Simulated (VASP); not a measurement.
# CoC23 (a cell with a defect) in VASP: settings compared

Aim: see how the results for CoC23 (a cell with a defect) move with the level of theory and the settings. Levels: HSE06, PBEsol. Tasks: single point.

Everything below comes from runs of VASP 6.6.1. Logs are shortened: lines on timing, memory, paths and dates and some standing lists are left out, and cuts for length are marked.

## 1. Starting point

The cell holds a defect, 24 atoms: a = 7.566 Å, b = 5.044 Å, c = 5.044 Å, α = 60.00°, β = 60.00°, γ = 60.00°.

## 2. Single point, HSE06, collinear spin, ferromagnetic start

Contents of POSCAR:

```
CoC23                                   
1.0
    0.0000000000      5.3503200000      5.3503200000
    3.5668800000      0.0000000000      3.5668800000
    3.5668800000      3.5668800000      0.0000000000
  Co              C             
     1    23
Direct
     0.9983324907932565    0.0008668805022164    0.9976836596459712
     0.0009393379283153    0.9991166859729713    0.4962649425970048
     0.0009486416673892    0.4990705284221525    0.9963917883437972
     0.0010251057200016    0.4993562876872253    0.4964964277620974
     0.3338571370441947    0.0015523767317111    0.9989417318547115
     0.3386385622832975    0.9988098232821918    0.4897038082797182
     0.3386783114898459    0.4925112166993523    0.9960112183936440
     0.3330865140533815    0.5000525285321722    0.4974779614301031
     0.6680797438506496    0.9981919862584894    0.9954356231269985
     0.6617484392551822    0.0015963002176802    0.5020260667810995
     0.6617755987224023    0.5048192120534586    0.9988511416472495
     0.6678922875307317    0.4990057786046572    0.4963414657402317
     0.0938058313413729    0.1360516259934186    0.1333137871420144
     0.0958257624133339    0.1345008982472740    0.5827476977411632
     0.0959036041227929    0.5857778861116222    0.1315700479705288
     0.0848247796129922    0.6240651402706145    0.6213413024191135
     0.4254402855522293    0.1185730660177272    0.1157301308667261
     0.4136791897972215    0.1253445160816807    0.6267933178006823
     0.4137354827495483    0.6293276057246892    0.1227572250974908
     0.4183553073724433    0.6233447393613046    0.6205495436234926
     0.7176726162710478    0.1417426186056196    0.1389440289229677
     0.7511459928247689    0.1251757088315824    0.6210412417467974
     0.7511395222451591    0.6237799542201344    0.1224807621671123
     0.7491864553584587    0.6249916355700484    0.6222230788992771
```

Contents of INCAR.step1:

```
SYSTEM = CoC23
PREC = Accurate ; ENCUT = 450
EDIFF = 1E-5 ; ISMEAR = 0
SIGMA = 0.03 ; LREAL = Auto
LASPH = .TRUE. ; NELM = 70
ALGO = Normal ; ISIF = 2
LWAVE = .TRUE. ; LCHARG = .FALSE.
ISPIN = 2 ; MAGMOM = 1 0 0 0 0 0 0 0 0 0 0 0 0 0 0 0 0 0 0 0 0 0 0 0
LORBIT = 11 ; NUPDOWN = 1
LMAXMIX = 4 ; NBANDS = 72
ISYM = -1 ; TIME = 0.4
NKRED = 2 ; GGA = PE
KPAR = 2
```

Contents of INCAR.step2:

```
SYSTEM = CoC23
PREC = Accurate ; ENCUT = 450
EDIFF = 1E-4 ; ISMEAR = 0
SIGMA = 0.03 ; LREAL = Auto
LASPH = .TRUE. ; NELM = 70
ALGO = Damped ; ISIF = 2
LWAVE = .FALSE. ; LCHARG = .FALSE.
ISPIN = 2 ; MAGMOM = 1 0 0 0 0 0 0 0 0 0 0 0 0 0 0 0 0 0 0 0 0 0 0 0
LORBIT = 11 ; NUPDOWN = 1
LMAXMIX = 4 ; GGA = PE
LHFCALC = .TRUE. ; HFSCREEN = 0.2
PRECFOCK = Fast ; NBANDS = 72
ISYM = -1 ; TIME = 0.4
NKRED = 2 ; ISTART = 1
KPAR = 2
```

Contents of KPOINTS:

```
Automatic mesh
0
G
  2 2 2
  0 0 0
```

Potentials or basis: VASP PAW PBE potentials, release 64 (Co, C).

On the command line:

```console
$ cat potpaw_PBE.64/Co/POTCAR potpaw_PBE.64/C/POTCAR > POTCAR
$ cp INCAR.step1 INCAR
$ mpirun -np 4 vasp_std > vasp.out
$ cp INCAR.step2 INCAR
$ mpirun -np 4 vasp_std > vasp.out
```

OUTCAR:

```text
SYSTEM = CoC23
   PREC = Accurate
   ENCUT = 450
   EDIFF = 1E-4
   ISMEAR = 0
   LREAL = Auto
   LASPH = .TRUE.
   NELM = 70
   ISIF = 2
   ISPIN = 2
   LORBIT = 11
   NUPDOWN = 1
   GGA = PE
   LHFCALC = .TRUE.
   HFSCREEN = 0.2
   PRECFOCK = Fast
   ISYM = -1
   NKRED = 2
   ISTART = 1

 ion  position               nearest neighbor table
   1  0.998  0.001  0.998-  13 1.71  14 1.71  15 1.71  21 1.73   9 2.51   3 2.52   2 2.52   4 2.52
                             4 2.52   2 2.52   3 2.52   5 2.54  11 2.54  10 2.55   6 2.57   7 2.57
   2  0.001  0.999  0.496-  13 1.50  14 1.51  22 1.54  16 1.54   1 2.52   1 2.52
   3  0.001  0.499  0.996-  13 1.50  15 1.51  23 1.54  16 1.54   1 2.52   1 2.52
   4  0.001  0.499  0.496-  14 1.51  15 1.51  16 1.55  24 1.56   1 2.52   1 2.52
   5  0.334  0.002  0.999-  13 1.49  17 1.53  18 1.53  19 1.53   1 2.54
   6  0.339  0.999  0.490-  14 1.51  17 1.54  20 1.55  18 1.55   1 2.57
   7  0.339  0.493  0.996-  15 1.50  17 1.54  20 1.55  19 1.55   1 2.57
   8  0.333  0.500  0.497-  16 1.53  20 1.54  18 1.54  19 1.54
   9  0.668  0.998  0.995-  17 1.50  21 1.50  22 1.54  23 1.54   1 2.51
  10  0.662  0.002  0.502-  21 1.50  18 1.53  24 1.55  22 1.55   1 2.55
  11  0.662  0.505  0.999-  21 1.50  19 1.53  24 1.55  23 1.55   1 2.54
  12  0.668  0.499  0.496-  24 1.54  22 1.54  23 1.54  20 1.54
  13  0.094  0.136  0.133-   5 1.49   2 1.50   3 1.50   1 1.71
  14  0.096  0.135  0.583-   6 1.51   2 1.51   4 1.51   1 1.71
  15  0.096  0.586  0.132-   7 1.50   3 1.51   4 1.51   1 1.71
  16  0.085  0.624  0.621-   8 1.53   3 1.54   2 1.54   4 1.55
  17  0.425  0.119  0.116-   9 1.50   5 1.53   7 1.54   6 1.54
  18  0.414  0.125  0.627-  10 1.53   5 1.53   8 1.54   6 1.55
  19  0.414  0.629  0.123-  11 1.53   5 1.53   8 1.54   7 1.55
  20  0.418  0.623  0.621-   8 1.54  12 1.54   7 1.55   6 1.55
  21  0.718  0.142  0.139-   9 1.50  11 1.50  10 1.50   1 1.73
  22  0.751  0.125  0.621-  12 1.54   9 1.54   2 1.54  10 1.55
  23  0.751  0.624  0.122-  12 1.54   9 1.54   3 1.54  11 1.55
  24  0.749  0.625  0.622-  12 1.54  10 1.55  11 1.55   4 1.56

IMPORTANT INFORMATION: All symmetrisations will be switched off!
NOSYMM: (Re-)initialisation of all symmetry stuff for point group C_1.

----------------------------------------------------------------------------------------

                                     Primitive cell

  volume of cell :     136.1403

  direct lattice vectors                    reciprocal lattice vectors
     0.000000000  5.350320000  5.350320000    -0.093452354  0.093452354  0.093452354
     3.566880000  0.000000000  3.566880000     0.140178531 -0.140178531  0.140178531
     3.566880000  3.566880000  0.000000000     0.140178531  0.140178531 -0.140178531

  length of vectors
     7.566495107  5.044330071  5.044330071     0.161864226  0.242796338  0.242796338

  position of ions in fractional coordinates (direct lattice)
     0.998332491  0.000866881  0.997683660
     0.000939338  0.999116686  0.496264943
     0.000948642  0.499070528  0.996391788
     0.001025106  0.499356288  0.496496428
     0.333857137  0.001552377  0.998941732
     0.338638562  0.998809823  0.489703808
[... 16 lines left out ...]
     0.751139522  0.623779954  0.122480762
     0.749186455  0.624991636  0.622223079

  ion indices of the primitive-cell ions
   primitive index   ion index
                 1           1
                 2           2
                 3           3
                 4           4
                 5           5
                 6           6
[... 16 lines left out ...]
                23          23
                24          24

----------------------------------------------------------------------------------------

 KPOINTS: Automatic mesh

Automatic generation of k-mesh.
 Grid dimensions read from file:
 generate k-points for:    2    2    2

 Generating k-lattice:

  Cartesian coordinates                     Fractional coordinates (reciprocal lattice)
    -0.046726177  0.046726177  0.046726177     0.500000000  0.000000000  0.000000000
     0.070089266 -0.070089266  0.070089266     0.000000000  0.500000000  0.000000000
     0.070089266  0.070089266 -0.070089266     0.000000000  0.000000000  0.500000000

  Length of vectors
     0.080932113  0.121398169  0.121398169

  Shift w.r.t. Gamma in fractional coordinates (k-lattice)
     0.000000000  0.000000000  0.000000000

 Subroutine IBZKPT returns following result:
 ===========================================

 Found      8 irreducible k-points:

[... 27 lines left out ...]
   NELM   =     70;   NELMIN=  2; NELMDL=  0     # of ELM steps
   EDIFF  = 0.1E-03   stopping-criterion for ELM
   LREAL  =      T    real-space projection
   EDIFFG = 0.1E-02   stopping-criterion for IOM
   NSW    =      0    number of steps for IOM
   IBRION =     -1    ionic relax: 0-MD 1-quasi-New 2-CG
   NFREE  =      0    steps in history (QN), initial steepest desc. (CG)
   ISIF   =      2    stress and relaxation
   ISYM   =     -1    0-nonsym 1-usesym 2-fastsym
   POTIM  = 0.5000    time-step for ionic-motion
   TEBEG  =    0.0;   TEEND  =   0.0 temperature during run
   PSTRESS=    0.0 pullay stress
   NELECT =     101.0000    total number of electrons
   NUPDOWN=       1.0000    fix difference up-down
   EMIN   =  10.00;   EMAX   =-10.00  energy-range for DOS
   EFERMI =   0.00;   METHOD = LEGACY
   ISMEAR =     0;   SIGMA  =   0.03  broadening in eV -4-tet -1-fermi 0-gaus
   EFERMI_NEDOS =   21; number of points for ismear=-14 and -15
   IALGO  =     53    algorithm
   IMIX   =      4    mixing-type and parameters
     AMIX     =   0.40;   BMIX     =  1.00
     AMIX_MAG =   1.60;   BMIX_MAG =  1.00
  volume/ion in A,a.u.               =       5.67        38.28
  Fermi-wavevector in a.u.,A,eV,Ry     =   1.482016  2.800605 29.883468  2.196373
  Thomas-Fermi vector in A             =   2.595855
   LORBIT       =     11    0 simple, 1 ext, 2 COOP (PROOUT), +10 PAW based schemes
   GGA     = PE    functional components
   LHFCALC =     T    Hartree Fock is set to
   PRECFOCK=fast      Normal, Fast or Accurate (Low or Medium for compatibility)
   ENCUT4O =  -1.0   cutoff for four orbital integrals eV
   NKREDX  =     2    reduce k-point grid by
   NKREDY  =     2    reduce k-point grid by
   NKREDZ  =     2    reduce k-point grid by
   AEXX    =    0.2500 exact exchange contribution
   HFSCREEN=    0.2000 screening length (either q_TF or 0.3 A-1)
   HFSCREENC=   0.2000 screening length for correlation (either q_TF or 0.3 A-1)
   ENCUTFOCK=  -1.0 apply spherical cutoff to Coloumb kernel
   IVDW    =     0    specifies the selected vdW correction
   LEPSILON=     F    determine dielectric tensor
   LRPA    =     F    only Hartree local field effects (RPA)
 spin polarized calculation
 Gauss-broadening in eV      SIGMA  =   0.03
  energy-cutoff  :      450.00
  volume of cell :      136.14
 maximum number of plane-waves:      2968
 NGX is ok and might be reduce to    54
  NGX = 30; NGY = 20; NGZ = 20
   NGX = 27   NGY = 17   NGZ = 17

 number of electron     101.0000011 magnetization       1.0000001

 Free energy of the ion-electron system (eV)
  ---------------------------------------------------
  ext. energy  EPLUGINS =         0.00000000
  ---------------------------------------------------
  free energy    TOTEN  =      -247.56260312 eV

  energy without entropy =     -247.56260312  energy(sigma->0) =     -247.56260312

 E-fermi :   9.0966     XC(G=0): -10.9583

 val. band max:       10.9505122062   @ k =   0.5000   0.0000   0.5000
 cond. band min:      12.8630001106   @ k =   0.5000   0.5000   0.5000
 fundamental gap:      1.9124879043
 Fermi energy:        11.0871601821

 spin component 1

 k-point     1 :       0.0000    0.0000    0.0000
  band No.  band energies     occupation
      1     -13.9424      1.00000
      2     -10.8273      1.00000
      3     -10.5488      1.00000
      4      -8.0663      1.00000
      5      -7.9485      1.00000
      6      -7.8710      1.00000
[... 509 lines left out ...]
     61      18.7528      0.00000
     62      19.0807      0.00000
 Fermi energy:         9.0966106275

 spin component 2

 k-point     1 :       0.0000    0.0000    0.0000
  band No.  band energies     occupation
      1     -13.9422      1.00000
      2     -10.8320      1.00000
      3     -10.5453      1.00000
      4      -8.0691      1.00000
      5      -7.9522      1.00000
      6      -7.8799      1.00000
[... 509 lines left out ...]
     61      18.7850      0.00000
     62      19.1077      0.00000
 [bands above 62 left out]

------------------------ aborting loop because EDIFF is reached ----------------------------------------

  FORCE on cell =-STRESS in cart. coord.  units (eV):
  Direction    XX          YY          ZZ          XY          YZ          ZX
  --------------------------------------------------------------------------------------
  -------------------------------------------------------------------------------------
  Total       15.4816745     15.1590882     14.5893969     -0.3763384     -0.0355792     -0.3360187
  in kB      182.1972278    178.4008467    171.6963930     -4.4289666     -0.4187163     -3.9544611
  external PRESSURE =     177.4314892 kB  Pullay stress =       0.0000000 kB

 VOLUME and BASIS-vectors are now :
 -----------------------------------------------------------------------------
  energy-cutoff  :      450.00
  volume of cell :      136.14
      direct lattice vectors                 reciprocal lattice vectors
     0.000000000  5.350320000  5.350320000    -0.093452354  0.093452354  0.093452354
     3.566880000  0.000000000  3.566880000     0.140178531 -0.140178531  0.140178531
     3.566880000  3.566880000  0.000000000     0.140178531  0.140178531 -0.140178531

 POSITION                                       TOTAL-FORCE (eV/Angst)
 -----------------------------------------------------------------------------------
      3.56171      8.90002      5.34449         0.002306      0.082265      0.075114
      5.33385      1.77514      3.56876        -0.057147      0.045926      0.372227
      5.33413      3.55909      1.78520        -0.036886      0.376152      0.083659
      3.55209      1.77643      1.78663        -0.373959      0.049364      0.065960
      3.56864      5.34935      1.79178        -0.147890      0.195544      0.173060
      5.30935      3.55854      5.37446        -0.072744      0.097158      0.095511
[... 16 lines left out ...]
      2.66182      4.45571      6.24379         0.043864      0.001856      0.002228
      4.44867      6.22778      6.23766        -0.012857     -0.039245     -0.036435
 -----------------------------------------------------------------------------------
    total drift:                               -0.000024      0.001967      0.003322

  FREE ENERGIE OF THE ION-ELECTRON SYSTEM (eV)
  ---------------------------------------------------
  free  energy   TOTEN  =      -247.5626031233 eV

  energy  without entropy=     -247.5626031233  energy(sigma->0) =     -247.56260312

 total charge

# of ion       s       p       d       tot
------------------------------------------
    1        0.817   0.893   7.962   9.673
    2        0.842   1.763   0.000   2.605
    3        0.842   1.763   0.000   2.605
    4        0.840   1.751   0.000   2.591
    5        0.846   1.778   0.000   2.624
    6        0.839   1.753   0.000   2.592
[... 16 lines left out ...]
   23        0.837   1.738   0.000   2.575
   24        0.835   1.729   0.000   2.563
--------------------------------------------------
tot         20.253  41.360   7.962  69.576

 magnetization (x)

# of ion       s       p       d       tot
------------------------------------------
    1        0.006   0.085   0.738   0.829
    2        0.001   0.000   0.000   0.001
    3        0.001   0.001   0.000   0.002
    4        0.001   0.000   0.000   0.001
    5        0.002  -0.001   0.000   0.001
    6        0.001   0.001   0.000   0.002
[... 16 lines left out ...]
   23        0.001   0.003   0.000   0.004
   24        0.001   0.003   0.000   0.004
--------------------------------------------------
tot          0.028   0.048   0.738   0.813
```

Run time: 5 min. Hardware: 4 MPI ranks of Intel Xeon 6975P-C (Granite Rapids), shared host; peak memory 0.41 GiB.

What came out:

```yaml
Free_energy: -247.5626 eV
Largest_force: 0.843 eV/Å
Net_moment: 1.00 μB per cell
Site_moments: Co +0.83; C +0.00, -0.00, -0.02, -0.01, +0.01 μB
Valence_electrons_inside_the_program's_atomic_spheres: Co 9.67; C 2.60, 2.59, 2.62, 2.58, 2.68, 2.66, 2.61, 2.67, 2.56
```

Forces on the atoms (eV/Å):
```
Co   0.002  0.082  0.075
C   -0.057  0.046  0.372
C   -0.037  0.376  0.084
C   -0.374  0.049  0.066
C   -0.148  0.196  0.173
C   -0.073  0.097  0.096
C   -0.114  0.117  0.086
C   -0.012  0.013  0.028
C    0.036 -0.027 -0.007
C    0.068 -0.016 -0.062
C    0.077 -0.064 -0.040
C   -0.015  0.008  0.020
C    0.712  0.162  0.120
C   -0.167 -0.763  0.175
C   -0.191  0.179 -0.801
C    0.068 -0.062 -0.068
C    0.127 -0.164 -0.127
C   -0.035 -0.034  0.003
C    0.001 -0.005 -0.001
C    0.026 -0.003 -0.017
C    0.028 -0.137 -0.136
C    0.047 -0.013 -0.004
C    0.044  0.002  0.002
C   -0.013 -0.039 -0.036
```

Caveat: the k mesh is coarse (spacing up to 0.76 Å⁻¹), so the values aren't converged, least of all with exact exchange; the cutoff is under 1.25 times the usual one of these potentials, so pressure, stress and relaxed cells hold a basis-set (Pulay) error; the PAW data sets were made with another functional, which shifts forces and pressure a little; the total moment is fixed, so each spin has its own Fermi level.

## 3. Single point, PBEsol, collinear spin, ferromagnetic start

Contents of INCAR:

```
PREC = Accurate
ENCUT = 450
EDIFF = 1E-5
ISMEAR = 0
SIGMA = 0.03
LREAL = Auto
LASPH = True
NELM = 120
ALGO = Normal
ISIF = 2
LWAVE = False
LCHARG = False
ISPIN = 2
MAGMOM = 3 0 0 0 0 0 0 0 0 0 0 0 0 0 0 0 0 0 0 0 0 0 0 0
LORBIT = 11
NUPDOWN = 3
LMAXMIX = 4
GGA = PS
ISYM = 0
KPAR = 4
```

Contents of KPOINTS:

```
Automatic mesh
0
Gamma
  3 4 4
```

Contents of POSCAR:

```
CoC23                                   
1.0
    0.0000000000      5.3503200000      5.3503200000
    3.5668800000      0.0000000000      3.5668800000
    3.5668800000      3.5668800000      0.0000000000
  Co              C             
     1    23
Direct
     0.9897790687970984    0.0002262355204338    0.0028283519876540
     0.0023087193077164    0.9994061747096854    0.4951814097216593
     0.0015628339642882    0.4985853608339882    0.9959304025157778
     0.0030470479817568    0.4977302938679114    0.4959215257400086
     0.3327528195532514    0.0023690522984431    0.9992050412575165
     0.3399901679965881    0.9978462624411727    0.4891193875081055
     0.3403998141089334    0.4901344837880138    0.9955328473426540
     0.3336739335996763    0.5001041683297187    0.4971461881509331
     0.6674160025294527    0.9987911097560690    0.9949976593345838
     0.6609801912353788    0.0026178623403863    0.5028833236474953
     0.6597354704697773    0.5081007921861042    0.9989092034044380
     0.6686904815654934    0.4993505180393671    0.4956856024276675
     0.0952037163413296    0.1363753721477655    0.1330809172419172
     0.1000358337664381    0.1328799788531958    0.5796085474547144
     0.1010161958098771    0.5779866891511815    0.1315819162319427
     0.0857941330662599    0.6237989597820983    0.6208508804503973
     0.4270028938523644    0.1166903874563886    0.1144562174018252
     0.4133065935595974    0.1250516983774531    0.6282049070876524
     0.4129343098296634    0.6315537374640354    0.1219388724168902
     0.4193911038249875    0.6226679839557659    0.6201841879619789
     0.7076460350565619    0.1495315726820508    0.1438461047586589
     0.7518735591907760    0.1256047826236182    0.6204752431475383
     0.7513985767339300    0.6246551299728283    0.1220458142295441
     0.7497774978588198    0.6255663934223183    0.6215034485784399
```

Potentials or basis: VASP PAW PBE potentials, release 64 (Co, C).

On the command line:

```console
$ cat potpaw_PBE.64/Co/POTCAR potpaw_PBE.64/C/POTCAR > POTCAR
$ mpirun -np 4 vasp_std > vasp.out
```

Wall time 3.9 min (4 MPI ranks of Intel Xeon Platinum 8488C (Sapphire Rapids), shared host); peak memory 0.45 GiB.

The run converged. Its results:

```yaml
Free_energy: -220.2970 eV
Largest_force: 0.287 eV/Å
Net_moment: 3.00 μB per cell
Site_moments: Co +1.81; C +0.02, +0.03, +0.01, -0.00, +0.00, +0.09, +0.10, +0.05, +0.16 μB
Valence_electrons_inside_the_program's_atomic_spheres: Co 9.38; C 2.59, 2.57, 2.63, 2.58, 2.61, 2.66, 2.65, 2.62, 2.69, 2.56, 2.55
```

Forces on the atoms (eV/Å):
```
Co  -0.017 -0.019  0.103
C    0.046 -0.040 -0.278
C   -0.001 -0.148 -0.023
C    0.281 -0.041 -0.045
C   -0.053  0.026  0.032
C   -0.109 -0.022  0.116
C   -0.032  0.056  0.031
C   -0.008  0.008  0.010
C   -0.080  0.002  0.009
C    0.142 -0.058 -0.114
C    0.005  0.001  0.039
C   -0.002  0.011  0.001
C   -0.078  0.089  0.079
C   -0.206  0.084  0.157
C   -0.148  0.098  0.126
C   -0.027  0.013  0.029
C    0.024  0.025 -0.003
C    0.006  0.017 -0.026
C    0.028 -0.038 -0.027
C    0.021 -0.015 -0.016
C    0.168 -0.025 -0.109
C    0.027 -0.003 -0.035
C   -0.009 -0.019 -0.015
C    0.024 -0.005 -0.042
```

Caveat: the k mesh is coarse (spacing up to 0.38 Å⁻¹), so the values aren't converged; the cutoff is under 1.25 times the usual one of these potentials, so pressure, stress and relaxed cells hold a basis-set (Pulay) error; the PAW data sets were made with another functional, which shifts forces and pressure a little; the total moment is fixed, so each spin has its own Fermi level.

[end of part 1 of 2]
